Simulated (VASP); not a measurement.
```xyz
8
Lattice="0.0009 6.3860 6.3796 6.3860 0.0009 6.3796 3.1935 3.1935 0.0000" Properties=species:S:1:pos:R:3 pbc="T T T"
Cd     6.3870     6.3870    12.7532
Cd     3.2586     6.3219     9.5134
Cd     6.3219     3.2586     9.5134
Cd     6.3870     6.3870     6.4965
Te     1.5967     1.5967     1.6090
Te     4.7773     1.6097     4.7832
Te     1.6097     4.7773     4.7832
Se     4.7902     4.7902     7.9649
```

The numbers are results of PBEsol GGA, VASP's PBE PAW potentials (set 64) (plane waves; VASP), not measurements. Run with 400 eV cut-off, 4×4×7 Γ-centred mesh, tetrahedra with Blöchl corrections, potentials Cd Te Se.

The cores are frozen, which limits the accuracy of field gradients.

Give the principal components of the electric field gradient (V/Å²) and the asymmetry η at each nucleus.

```json
[
 {"atom": "Cd1", "Vxx": "0.5", "Vyy": "0.3", "Vzz": "-0.8", "η": "0.19"},
 {"atom": "Cd2", "Vxx": "2.6", "Vyy": "0.3", "Vzz": "-2.9", "η": "0.78"},
 {"atom": "Cd3", "Vxx": "2.6", "Vyy": "0.3", "Vzz": "-2.9", "η": "0.78"},
 {"atom": "Cd4", "Vxx": "-1.1", "Vyy": "-0.5", "Vzz": "1.7", "η": "0.35"},
 {"atom": "Te5", "Vxx": "-28.6", "Vyy": "-11.6", "Vzz": "40.2", "η": "0.42"},
 {"atom": "Te6", "Vxx": "-36.1", "Vyy": "-16.2", "Vzz": "52.3", "η": "0.38"},
 {"atom": "Te7", "Vxx": "-36.1", "Vyy": "-16.2", "Vzz": "52.3", "η": "0.38"},
 {"atom": "Se8", "Vxx": "-20.3", "Vyy": "-5.5", "Vzz": "25.8", "η": "0.58"}
]
```

The structure was generated: Cd4SeTe3 was put into an ordered model structure (Amm2), which need not be its known phase. It was relaxed first.
